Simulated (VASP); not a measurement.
Energy against volume of CsCl (CsCl type). These are PW91 GGA, VASP's PBE PAW potentials (set 64) (plane waves; VASP) values and carry that method's errors. Settings: 520 eV cut-off, 6×6×6 Γ-centred mesh, Gaussian smearing of 0.050 eV, potentials Cs_sv Cl.

```
V (Å³/atom)  E (eV/atom)
-----------  -----------
35.755          -3.29948
36.861          -3.30153
37.967          -3.30052
39.072          -3.29697
```

Question: Fit these four points and predict the energy of the run at 34.649 Å³/atom.

Answer: A cubic in V^(−2/3), the third-order Birch-Murnaghan form, passes through the four points with V0 = 37.02 Å³/atom and B0 = 14 GPa, and gives -3.2938 eV/atom there. The run gave -3.2937 eV/atom, +0.0 meV/atom from the fit; all five points give B0 = 14 GPa.

The compound is CsCl in the CsCl type structure. It was relaxed first, which changed the volume by +6 %.
